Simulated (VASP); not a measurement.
MgO (relaxed from the layer:h-BN structure): computed properties

All values below come from r2SCAN meta-GGA, VASP's PBE PAW potentials (set 64) (plane waves; VASP).

* **space group**: P-6m2 (187)
* **cell**: a = b = 3.2721 Å, c = 15.0524 Å, α = β = 90.00°, γ = 120.00°
* **band gap (over mesh and band path)**: 4.05 eV
* **smallest direct gap (over mesh and band path)**: 4.35 eV
* **band-edge character**: indirect, K to Γ

```xyz
2
Lattice="3.2721 0.0000 0.0000 -1.6361 2.8338 0.0000 0.0000 0.0000 15.0524" Properties=species:S:1:pos:R:3 pbc="T T T"
Mg     1.6361     0.9446     7.5262
O      0.0000     1.8892     7.5262
```

The cell holds vacuum, so volume and density refer to the whole cell. The cell holds a wide vacuum, so values per volume refer to the whole cell.

The cell is a sheet with vacuum, built from a generated structure.
